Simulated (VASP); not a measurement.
Be:

```
Be
1.0
     2.28580    0.00000    0.00000
    -1.14290    1.97956    0.00000
     0.00000    0.00000    3.58430
Be
2
Direct
  0.33333 0.66667 0.25000
  0.66667 0.33333 0.75000
```

```yaml
Program: VASP 6.6.1
Task: relaxation of cell and atoms
Functional: PBEsol
Potentials_or_basis: VASP PAW PBE potentials, release 64 (Be)
Cutoff: 580 eV
k_mesh: 21 × 21 × 12
Occupations: gaussian, width 0.1 eV
Spin: no spin polarisation
```

At the start: pressure -3.6 GPa; volume 8.11 Å³/atom.

Problem. How do energy, volume and symmetry change on relaxing?

Solution. Over 5 steps the energy falls by 3.1 meV/atom and the volume is 7.85 Å³/atom (-3.1 %); space group P6_3/mmc (No. 194, to 0.05 Å).

Step by step:
```
step  energy change (eV)  largest force (eV/Å)  pressure (GPa)  volume (Å³)
   1              0.0000                0.0000           -3.62        16.22
   2             -0.0060                0.0000           -0.55        15.79
   3             -0.0061                0.0000            0.04        15.71
   4             -0.0061                0.0000            0.12        15.70
   5             -0.0062                0.0000            0.07        15.71
```

Final structure:
```xyz
2
Lattice="2.2569 0.0000 0.0000 -1.1284 1.9545 0.0000 0.0000 0.0000 3.5612" Properties=species:S:1:pos:R:3 pbc="T T T"
Be    0.0000    1.3030    0.8903
Be    1.1284    0.6515    2.6709
```

Caveat: the PAW data sets were made with another functional, which shifts forces and pressure a little.
